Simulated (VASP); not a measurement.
Set up this calculation in VASP 6.6.1, as the native input.

```yaml
Task: single point
Functional: PBE
Potentials_or_basis: VASP PAW PBE potentials, release 64 (F, B, S, H)
Cutoff: 520 eV
k_mesh: 1 × 1 × 1
Occupations: gaussian, width 0.01 eV
Spin: no spin polarisation
Further_INCAR_settings: ALGO = Fast; EDIFF = 1e-07
```

The structure of FBSH2 lies in POSCAR:

```
BH2SF
1.0
   12.0000000000      0.0000000000      0.0000000000
    0.0000000000     11.0000000000      0.0000000000
    0.0000000000      0.0000000000     12.0000000000
F B S H
1 1 1 2
Direct
    0.3980650000      0.4145050000      0.4132600000
    0.4622880000      0.4658470000      0.4919120000
    0.5716970000      0.5604120000      0.4568740000
    0.4294900000      0.4449960000      0.5880720000
    0.6018830000      0.5913360000      0.5601550000
```

The cell isn't the ideal one: atoms moved at random, drawn with an rms of 0.05 Å.

One way to write it, as run:

INCAR

```
SYSTEM = BH2SF
ALGO = Fast
EDIFF = 1E-7
ENCUT = 520
GGA = PE
ISIF = 2
ISMEAR = 0
LASPH = .TRUE.
LCHARG = .FALSE.
LREAL = .FALSE.
LWAVE = .FALSE.
NELM = 100
PREC = Accurate
SIGMA = 0.01
```

KPOINTS

```
k-points
0
G
  1 1 1
  0 0 0
```

Potentials or basis: VASP PAW PBE potentials, release 64 (F, B, S, H).

Launch:

```bash
$ cat potpaw_PBE.64/F/POTCAR potpaw_PBE.64/B/POTCAR potpaw_PBE.64/S/POTCAR potpaw_PBE.64/H/POTCAR > POTCAR
$ mpirun -np 1 vasp_gam > vasp.out
```

It gave:

The largest force is 2.764 eV/Å and the gap between the frontier levels is 5.72 eV.

Wall time 94 s on 1 thread of Intel(R) Xeon(R) Platinum 8488C (Sapphire Rapids) (shared host), peak memory 1.3 GiB.
